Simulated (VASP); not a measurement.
Method: PBE GGA, VASP's PBE PAW potentials (set 64) (plane waves; VASP).

The input files of a VASP run:

KPOINTS:
```
Automatic mesh
0
Gamma
5 7 5
0 0 0
```

KPOINTS_OPT:
```
k-points along high-symmetry lines
5
Line-mode
Reciprocal
  0.000000   0.000000   0.000000 ! GAMMA
  0.500000   0.000000   0.000000 ! X

  0.500000   0.000000   0.000000 ! X
  0.500000   0.500000   0.000000 ! S

  0.500000   0.500000   0.000000 ! S
  0.000000   0.500000   0.000000 ! Y

  0.000000   0.500000   0.000000 ! Y
  0.000000   0.000000   0.000000 ! GAMMA

  0.000000   0.000000   0.000000 ! GAMMA
  0.000000   0.000000   0.500000 ! Z

  0.000000   0.000000   0.500000 ! Z
  0.500000   0.000000   0.500000 ! U

  0.500000   0.000000   0.500000 ! U
  0.500000   0.500000   0.500000 ! R

  0.500000   0.500000   0.500000 ! R
  0.000000   0.500000   0.500000 ! T

  0.000000   0.500000   0.500000 ! T
  0.000000   0.000000   0.500000 ! Z

  0.500000   0.000000   0.000000 ! X
  0.500000   0.000000   0.500000 ! U

  0.000000   0.500000   0.000000 ! Y
  0.000000   0.500000   0.500000 ! T

  0.500000   0.500000   0.000000 ! S
  0.500000   0.500000   0.500000 ! R
```

POSCAR:
```
IrRu
1
    4.2636560000     0.0000000000     0.0000000000
    0.0000000000     2.8224110000     0.0000000000
    0.0000000000     0.0000000000     4.3530550000
Ru Ir
2 2
Direct
  0.7500000000   0.5000000000   0.3125000000
  0.2500000000   0.5000000000   0.6875000000
  0.7500000000   0.0000000000   0.8125000000
  0.2500000000   0.0000000000   0.1875000000
```

**INCAR**
```
! general
SYSTEM =IrRu
PREC   =Accurate
ENCUT  =300
LREAL  =.FALSE.   ! projection in real space or not
LASPH  =.TRUE.   ! aspherical one-centre terms

! electronic loop
EDIFF  =1E-6   ! SCF stop (eV)
NELM   =100   ! most electronic steps
ALGO   =Normal   ! blocked Davidson
LMAXMIX=6

! smearing
ISMEAR =-1   ! Fermi-Dirac
SIGMA  =0.1

! functional
GGA    =PE   ! PBE

! ions
ISIF   =2

! output
LWAVE  =.FALSE.
LCHARG =.FALSE.
```

POTCAR, in this order: Ru_pv Ir (PBE.64 set). Program: vasp_std.

### Question
What will the output report for the number of irreducible k-points (NKPTS), largest plane-wave count, number of space-group operations, FFT grid (NGX, NGY, NGZ)?

### Answer

- number of irreducible k-points (NKPTS) = 36
- largest plane-wave count = 628
- number of space-group operations = 8
- FFT grid (NGX, NGY, NGZ) = 24 × 16 × 28

The structure was generated: IrRu was put into an ordered model structure, which need not be its known phase. The cell was not relaxed at this level. The k-mesh is coarse (spacing up to 0.32 per Å, 2π included), so the numbers may not be converged in it. VASP warned that the highest band is occupied, so more bands are needed.
